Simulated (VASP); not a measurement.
The input files of a VASP run:

### POSCAR
```
MgTe
1.0
  3.3830182710   0.0000000000   0.0000000000
  0.0000000000   3.3830182710   0.0000000000
  0.0000000000   0.0000000000   3.3830182710
Mg Te
1 1
Cart
  0.0000000000   0.0000000000   0.0000000000
  1.6915091355   1.6915091355   1.6915091355
```

### KPOINTS
```
Automatic mesh
0
Gamma
11 11 11
0 0 0
```

INCAR:
```
# general
SYSTEM   =  MgTe
PREC     =  Accurate
ENCUT    =  500
LREAL    =  F
LASPH    =  T

# electronic loop
EDIFF    =  1E-6
NELM     =  100
ALGO     =  Normal
LMAXMIX  =  4

# smearing
ISMEAR   =  1
SIGMA    =  0.1

# functional
GGA      =  PS

# ions
IBRION   =  2
NSW      =  40
ISIF     =  3
EDIFFG   =  -0.02
PSTRESS  =  200

# output
LWAVE    =  F
LCHARG   =  F
```

POTCAR, in this order: Mg Te (PBE.64 set). Program: vasp_std.

Task: Translate this PBEsol calculation to Quantum ESPRESSO's pw.x.

Result: One equivalent input (not run):
```
&CONTROL
  calculation = 'vc-relax'
  pseudo_dir = './pseudo'
  outdir = './out'
  tprnfor = .true.
  tstress = .true.
  nstep = 40
  forc_conv_thr = 0.00078
/
&SYSTEM
  ibrav = 0
  nat = 2
  ntyp = 2
  ecutwfc = 84
  occupations = 'smearing'
  smearing = 'methfessel-paxton'
  degauss = 0.00735
  input_dft = 'pbesol'
/
&ELECTRONS
  conv_thr = 7.3e-08
  electron_maxstep = 100
/
&IONS
/
&CELL
  press = 200
/
ATOMIC_SPECIES
  Mg 24.305 Mg.upf
  Te 127.600 Te.upf
CELL_PARAMETERS angstrom
     3.3830183    0.0000000   -0.0000000
    -0.0000000    3.3830183    0.0000000
    -0.0000000   -0.0000000    3.3830183
ATOMIC_POSITIONS crystal
  Mg   0.0000000  0.0000000  0.0000000
  Te   0.5000000  0.5000000  0.5000000
K_POINTS automatic
  11 11 11 0 0 0
```
What does not carry over: the potentials are each code's own (VASP's PAW set, PseudoDojo norm-conserving files in pw.x), so ENCUT and ecutwfc are chosen apart and not converted; conv_thr bounds pw.x's estimated SCF error, while EDIFF bounds the energy change between steps; forc_conv_thr acts on force components and is met together with etot_conv_thr.

The structure was generated: MgTe was put into the CsCl type type (Pm-3m), which need not be its known phase. This run relaxes it under an external pressure of 20 GPa. Symmetry was kept, so distortions that lower it aren't found.
